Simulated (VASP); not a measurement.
# Fermi-Dirac smearing in W

How do entropy and free energy of the electrons in W grow with the Fermi-Dirac width, and how far does the Sommerfeld expansion hold?

Main program and level: VASP 6.6.1; PBEsol; plane waves and PAW (W_sv), in the first sound run; inputs show where later runs differ.

**1. The starting structure**

It takes space group Im-3m (No. 229, cubic). Conventional cell: a = 3.160 Å, b = 3.160 Å, c = 3.160 Å, α = 90.00°, β = 90.00°, γ = 90.00°. Nearest to W lie 8 W at 2.74 Å.

As a file:

```cif
data_structure
_symmetry_space_group_name_H-M 'Im-3m'
_symmetry_Int_Tables_number 229
_cell_length_a 3.1600
_cell_length_b 3.1600
_cell_length_c 3.1600
_cell_angle_alpha 90.000
_cell_angle_beta 90.000
_cell_angle_gamma 90.000
_cell_volume 31.55
loop_
_atom_site_label
_atom_site_type_symbol
_atom_site_symmetry_multiplicity
_atom_site_Wyckoff_symbol
_atom_site_fract_x
_atom_site_fract_y
_atom_site_fract_z
_atom_site_occupancy
W1 W 2 a 0.00000 0.00000 0.00000 1
```

**2. Relax the crystal, PBEsol**

The cell is relaxed and then held.

Level: PBEsol; plane waves and PAW (W_sv).

INCAR reads:

```
SYSTEM = W
PREC = Accurate
ENCUT = 450
EDIFF = 1E-07
NELM = 120
ISMEAR = 1
SIGMA = 0.15
LREAL = .FALSE.
ALGO = Normal
GGA = PS
NBANDS = 13
LASPH = .TRUE.
LORBIT = 11
LWAVE = .FALSE.
LCHARG = .FALSE.
KPAR = 8
IBRION = 2
NSW = 40
ISIF = 3
EDIFFG = -0.005
POTIM = 0.4
```

POSCAR reads:

```
W
1.0
   -1.5800000000      1.5800000000      1.5800000000
    1.5800000000     -1.5800000000      1.5800000000
    1.5800000000      1.5800000000     -1.5800000000
W
1
Direct
    0.0000000000      0.0000000000      0.0000000000
```

KPOINTS reads:

```
Automatic mesh
0
Gamma
19 19 19
0 0 0
```

Potentials, in the order of the species: W_sv (PBE family, release 64).

Started as:

```sh
$ mpirun -np 8 vasp_std
```

What it wrote:

```text
[banner, memory and clock lines left out]
running    8 mpi-ranks, on    1 nodes
[...]
|                                                                             |
|           W    W    AA    RRRRR   N    N  II  N    N   GGGG   !!!           |
|           W    W   A  A   R    R  NN   N  II  NN   N  G    G  !!!           |
|           W    W  A    A  R    R  N N  N  II  N N  N  G       !!!           |
|           W WW W  AAAAAA  RRRRR   N  N N  II  N  N N  G  GGG   !            |
|           WW  WW  A    A  R   R   N   NN  II  N   NN  G    G                |
|           W    W  A    A  R    R  N    N  II  N    N   GGGG   !!!           |
|                                                                             |
|     For optimal performance we recommend to set                             |
|       NCORE = 2 up to number-of-cores-per-socket                            |
|     NCORE specifies how many cores store one orbital (NPAR=cpu/NCORE).      |
|     This setting can greatly improve the performance of VASP for DFT.       |
[...]
DAV:   5    -0.138049716610E+02    0.53107E-05   -0.16319E-05  6390   0.517E-02    0.220E-03
DAV:   6    -0.138049715196E+02    0.14148E-06   -0.31573E-07  5745   0.651E-03    0.109E-03
DAV:   7    -0.138049715743E+02   -0.54730E-07   -0.46770E-09  3310   0.846E-04
   2 F= -.13804972E+02 E0= -.13805151E+02  d E =0.184351E-02
 trial-energy change:    0.001844  1 .order    0.001876   -0.002157    0.005910
 step:   0.2722(harm=  0.2674)  dis= 0.00000  next Energy=   -13.807109 (dE=-0.294E-03)
[...]
N       E                     dE             d eps       ncg     rms          rms(c)
DAV:   1    -0.138246100248E+02   -0.19639E-01   -0.33590E-01  5845   0.874E+00    0.175E+00
DAV:   2    -0.138096998256E+02    0.14910E-01   -0.16900E-02  5795   0.172E+00    0.412E-01
DAV:   3    -0.138070982631E+02    0.26016E-02   -0.51916E-03  6095   0.950E-01    0.303E-01
DAV:   4    -0.138071148543E+02   -0.16591E-04   -0.18892E-04  5980   0.161E-01    0.514E-02
DAV:   5    -0.138071113960E+02    0.34584E-05   -0.98546E-06  6435   0.399E-02    0.142E-03
DAV:   6    -0.138071114732E+02   -0.77221E-07   -0.15009E-07  4948   0.465E-03
   3 F= -.13807111E+02 E0= -.13807251E+02  d E =-.296386E-03
[...]
reached required accuracy - stopping structural energy minimisation
```

Elapsed: 7.6 s, on 8 MPI ranks of Intel Xeon 6975P-C (Granite Rapids), shared host; peak memory 1.2 GiB.

The logs omit lines about the potential files and the build; timing stands in the text.

Parts of OUTCAR (step 2):

```text
  Total        0.0009172      0.0009172      0.0009172     -0.0000000      0.0000000      0.0000000
  in kB        0.0935434      0.0935434      0.0935434     -0.0000000      0.0000000      0.0000000
  external PRESSURE =       0.0935434 kB  Pullay stress =       0.0000000 kB

 POSITION                                       TOTAL-FORCE (eV/Angst)
 -----------------------------------------------------------------------------------
      0.00000      0.00000     -0.00000        -0.000000     -0.000000      0.000000
 -----------------------------------------------------------------------------------
    total drift:                                0.000000     -0.000000      0.000000

  FREE ENERGIE OF THE ION-ELECTRON SYSTEM (eV)
  ---------------------------------------------------
  free  energy   TOTEN  =       -13.8071114732 eV

  energy  without entropy=      -13.8075289767  energy(sigma->0) =      -13.80725064

 reached required accuracy - stopping structural energy minimisation

[... 3 further parts left out ...]
[key lines of the parts left out:]
E-fermi :  11.3642
```

This run gave:

```
energy(sigma→0) of the program : -13.8073 eV
stress, compression positive   : xx, yy, zz 0.01, 0.01, 0.01 GPa
volume                         : 15.709 Å³
ionic steps                    : 3
```

**3. Tetrahedra, PBEsol**

Tetrahedra give the density of states at the Fermi level without smearing.

Level: PBEsol; plane waves and PAW (W_sv).

INCAR reads:

```
SYSTEM = W
PREC = Accurate
ENCUT = 450
EDIFF = 1E-08
NELM = 100
ISMEAR = -5
SIGMA = 0.15
LREAL = .FALSE.
ALGO = Normal
GGA = PS
NBANDS = 15
LASPH = .TRUE.
LORBIT = 11
LWAVE = .FALSE.
LCHARG = .FALSE.
KPAR = 2
ISIF = 2
NEDOS = 3001
```

POSCAR reads:

```
W
1.0
   -1.5777342057      1.5777342057      1.5777342057
    1.5777342057     -1.5777342057      1.5777342057
    1.5777342057      1.5777342057     -1.5777342057
W
1
Direct
    0.0000000000      0.0000000000      0.0000000000
```

KPOINTS reads:

```
Automatic mesh
0
Gamma
34 34 34
0 0 0
```

Started as:

```sh
$ mpirun -np 2 vasp_std
```

What it wrote:

```text
[banner, memory and clock lines left out]
running    2 mpi-ranks, on    1 nodes
[...]
[... a notice as in an earlier step ...]

 LDA part: xc-table for (Slater+PW92), standard interpolation
 POSCAR, INCAR and KPOINTS ok, starting setup
[...]
entering main loop
       N       E                     dE             d eps       ncg     rms          rms(c)
DAV:   1     0.793008050362E+02    0.79301E+02   -0.64839E+03 32158   0.970E+02
DAV:   2    -0.129480036675E+02   -0.92249E+02   -0.88550E+02 36460   0.274E+02
DAV:   3    -0.144880009528E+02   -0.15400E+01   -0.15382E+01 36222   0.343E+01
DAV:   4    -0.144929892199E+02   -0.49883E-02   -0.49881E-02 38000   0.211E+00
[...]
DAV:  11    -0.138053655289E+02   -0.49406E-06   -0.21997E-07 34570   0.484E-03    0.345E-04
DAV:  12    -0.138053653965E+02    0.13245E-06   -0.14526E-09 29535   0.412E-04    0.956E-05
DAV:  13    -0.138053653890E+02    0.75129E-08   -0.14204E-10 18237   0.157E-04
   1 F= -.13805365E+02 E0= -.13805365E+02  d E =0.000000E+00
|                                                                             |
|           W    W    AA    RRRRR   N    N  II  N    N   GGGG   !!!           |
|           W    W   A  A   R    R  NN   N  II  NN   N  G    G  !!!           |
|           W    W  A    A  R    R  N N  N  II  N N  N  G       !!!           |
|           W WW W  AAAAAA  RRRRR   N  N N  II  N  N N  G  GGG   !            |
|           WW  WW  A    A  R   R   N   NN  II  N   NN  G    G                |
|           W    W  A    A  R    R  N    N  II  N    N   GGGG   !!!           |
|                                                                             |
|     Tetrahedron method does not include variations of the Fermi             |
|     occupations, so forces and stress will be inaccurate. We suggest        |
|     using a different smearing scheme ISMEAR = 1 or 2 for metals in         |
|     relaxations.                                                            |
|                                                                             |
```

Run time: 67 s. Hardware: 2 MPI ranks; peak memory 0.8 GiB; 2 min of CPU time.

From OUTCAR (step 3):

```text
  Total        0.0309534      0.0309534      0.0309534      0.0000000      0.0000000      0.0000000
  in kB        3.1568753      3.1568753      3.1568753      0.0000000      0.0000000      0.0000000
  external PRESSURE =       3.1568753 kB  Pullay stress =       0.0000000 kB

 POSITION                                       TOTAL-FORCE (eV/Angst)
 -----------------------------------------------------------------------------------
      0.00000      0.00000      0.00000         0.000000     -0.000000     -0.000000
 -----------------------------------------------------------------------------------
    total drift:                                0.000000     -0.000000      0.000000

  FREE ENERGIE OF THE ION-ELECTRON SYSTEM (eV)
  ---------------------------------------------------
  free  energy   TOTEN  =       -13.8053653890 eV

  energy  without entropy=      -13.8053653890  energy(sigma->0) =      -13.80536539

[... 1 part as in an earlier step ...]

[... 2 further parts left out ...]
[key lines of the parts left out:]
E-fermi :  11.4374
```

This run gave:

* energy(sigma→0) of the program: -13.8054 eV

The run ends at a pressure of 0.32 GPa.

**4. Electron temperature, PBEsol**

One member in full: SIGMA = 0.2 eV.

Level: PBEsol; plane waves and PAW (W_sv).

Changes to INCAR since step 3:

```diff
@@ -5,4 +5,4 @@
 NELM = 100
-ISMEAR = -5
-SIGMA = 0.15
+ISMEAR = -1
+SIGMA = 0.2
 LREAL = .FALSE.
@@ -17,2 +17 @@
 ISIF = 2
-NEDOS = 3001
```

POSCAR is that of step 3.

KPOINTS is that of step 3.

Started as:

```sh
$ mpirun -np 2 vasp_std
```

What it wrote:

```text
[... set-up lines as in an earlier step ...]
 entering main loop
       N       E                     dE             d eps       ncg     rms          rms(c)
DAV:   1     0.792533723771E+02    0.79253E+02   -0.64839E+03 32158   0.970E+02
DAV:   2    -0.129732941146E+02   -0.92227E+02   -0.88321E+02 36460   0.274E+02
DAV:   3    -0.145137323396E+02   -0.15404E+01   -0.15383E+01 36222   0.343E+01
DAV:   4    -0.145187214390E+02   -0.49891E-02   -0.49890E-02 38000   0.211E+00
[...]
DAV:  11    -0.138364690660E+02   -0.17808E-06   -0.21317E-07 34591   0.476E-03    0.340E-04
DAV:  12    -0.138364690059E+02    0.60119E-07   -0.14211E-09 29479   0.407E-04    0.903E-05
DAV:  13    -0.138364689970E+02    0.89017E-08   -0.13699E-10 18174   0.156E-04
   1 F= -.13836469E+02 E0= -.13804470E+02  d E =-.639986E-01
```

Run time: 42 s. Hardware: 2 MPI ranks; peak memory 0.55 GiB.

OUTCAR, selected parts (step 4):

```text
  LATTYP: Found a body centered cubic cell.
 ALAT       =     3.1554684114

 Subroutine GETGRP returns: Found 48 space group operations
 (whereof 48 operations were pure point group operations)

The static configuration has the point symmetry O_h .

 Found   1059 irreducible k-points:

   dimension x,y,z NGX =    20 NGY =   20 NGZ =   20
   dimension x,y,z NGXF=    40 NGYF=   40 NGZF=   40

   ENCUT  =  450.0 eV  33.07 Ry    5.75 a.u.   4.73  4.73  4.73*2*pi/ulx,y,z

   NELECT =      14.0000    total number of electrons

 E-fermi :  11.3790

 k-point     1 :       0.0000    0.0000    0.0000
  band No.  band energies     occupation
    ...
      4     -26.2669      2.00000
      5       1.7017      2.00000
      6      10.1581      1.99554
      7      10.1581      1.99554
      8      10.1581      1.99554
      9      13.6657      0.00002
     10      13.6657      0.00002
     11      25.9669      0.00000
     12      25.9669      0.00000
     13      25.9669      0.00000
    ...

 k-point     2 :       0.0294    0.0000    0.0000
  band No.  band energies     occupation
    ...
      4     -26.2670      2.00000
      5       1.7445      2.00000
      6      10.1316      1.99610
      7      10.1529      1.99566
      8      10.1993      1.99453
      9      13.6209      0.00003
     10      13.6658      0.00002
     11      26.0047      0.00000
     12      26.0396      0.00000
     13      26.0761      0.00000
    ...

  Total        0.0355534      0.0355534      0.0355534     -0.0000000      0.0000000      0.0000000
  in kB        3.6260246      3.6260246      3.6260246     -0.0000000      0.0000000      0.0000000
  external PRESSURE =       3.6260246 kB  Pullay stress =       0.0000000 kB

 POSITION                                       TOTAL-FORCE (eV/Angst)
 -----------------------------------------------------------------------------------
      0.00000      0.00000      0.00000         0.000000     -0.000000     -0.000000
 -----------------------------------------------------------------------------------
    total drift:                                0.000000      0.000000      0.000000

  FREE ENERGIE OF THE ION-ELECTRON SYSTEM (eV)
  ---------------------------------------------------
  free  energy   TOTEN  =       -13.8364689970 eV

  energy  without entropy=      -13.7724704367  energy(sigma->0) =      -13.80446972

 total charge
# of ion       s       p       d       tot
------------------------------------------
    1        2.407   6.345   3.376  12.128

[... 2 parts as in an earlier step ...]

[... 7 further parts left out ...]
```

This run gave:

```
energy(sigma→0) of the program : -13.8045 eV
stress, compression positive   : xx, yy, zz 0.36, 0.36, 0.36 GPa
```

The run ends at a pressure of 0.36 GPa.

**5. All members**

The other members went through these steps as far as the tables show, on the same mesh; 6 runs are not shown. The session took 0.22 core hours (wall time by ranks) on a shared machine.

```
width kT (eV)  temperature (K)  free energy less that of the narrowest width (meV/atom)  TS (meV/atom)  pressure (GPa)  shift of the Fermi level (eV)
        0.025              290                                                    0.000          0.796           0.202                          0.000
        0.050              580                                                   -1.244          3.397           0.224                          0.004
        0.075              870                                                   -3.424          8.028           0.232                          0.003
        0.100             1160                                                        ?              ?           0.245                         -0.003
        0.150             1741                                                  -16.134         34.913           0.289                         -0.019
        0.200             2321                                                  -29.932         63.999           0.363                         -0.036
        0.300             3481                                                  -71.543        155.846           0.686                         -0.069
```

**6. The Sommerfeld expansion**

At low temperature TS = (π²/3) g (kT)², so TS, twice the difference of energy(sigma→0) and the free energy, over (π²/3)(kT)² is an effective density of states: 0.387, 0.413, 0.434, 0.472, 0.486, 0.526 states/eV/atom in the rows shown.

A least-squares parabola through the 6 rows shown, with σ the width in eV: g = − 0.9333 σ² + 0.7805 σ + 0.3741 (states/eV/atom), r.m.s. residual 0.0046 states/eV/atom.

At σ = 0.1 this predicts 0.443 states/eV/atom.

**7. Prediction against calculation**

The calculation gives 0.451 states/eV/atom, so the prediction is 0.008 states/eV/atom too low, within twice the residual of the fit.

The parabola in σ is an empirical guide, not the expansion itself. Tetrahedra give g = 0.411 states/eV/atom at the Fermi level, the limit that the series should reach at zero width.

**8. Outcome**

| Item | Value |
| --- | --- |
| density of states at the Fermi level, tetrahedra | 0.41 states/eV/atom |
| Sommerfeld coefficient from it | 0.97 mJ per mole of atoms and K² |
| pressure at the widest setting | 0.69 GPa |
| error of the predicted g | -0.008 states/eV/atom |

**Reading.** Against the tetrahedron value, the effective density of states stands at -6 % at 0.025 eV, +0 % at 0.05 eV, +10 % at 0.1 eV, +28 % at 0.3 eV. At the widest setting the states within reach are denser than those at the Fermi level. The narrow rows do not close in on the tetrahedron value; no test of the mesh was run. Spin-orbit coupling is left out. The bare coefficient lacks the electron-phonon enhancement of measured heat capacities.

[Lines on the potential files, build, host, timing and source positions are cut from VASP's logs without a mark.]

[Logs are printed without paths, hosts, clocks, repeated set-up lines and the standing remarks that a program may print on its own settings, such as how far it seeks lower states.]

[Hosts, paths, dates, database ids (printed as entryN), source tags and the programs' standing remarks are cut or masked in the printed files.]
